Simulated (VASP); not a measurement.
```
AlGa3
1.0
   -2.07705     2.07705     3.97563
    2.07705    -2.07705     3.97563
    2.07705     2.07705    -3.97563
Al Ga
1 3
Direct
  0.00000   0.00000   0.00000
  0.75000   0.25000   0.50000
  0.25000   0.75000   0.50000
  0.50000   0.50000   0.00000
```

The numbers are results of PBEsol GGA, VASP's PBE PAW potentials (set 64) (plane waves; VASP 6.6.1), not measurements. Settings: 400 eV cut-off, 12×12×12 Γ-centred mesh, tetrahedra with Blöchl corrections, potentials Al Ga_d.

Question: Predict the energy per atom (σ→0), band gap (on the k-mesh) with the smallest direct gap where there is one.

Answer: 
```yaml
band gap (on the k-mesh): none (metal, semimetal or under 0.01 eV)
energy per atom (σ→0): -3507 meV/atom
```

Total energies compare only between runs with the same potentials, cut-off and functional.

The structure comes from a computed database's AlGa3 entry (I4/mmm); how it stands against other phases isn't given here. It was relaxed first.
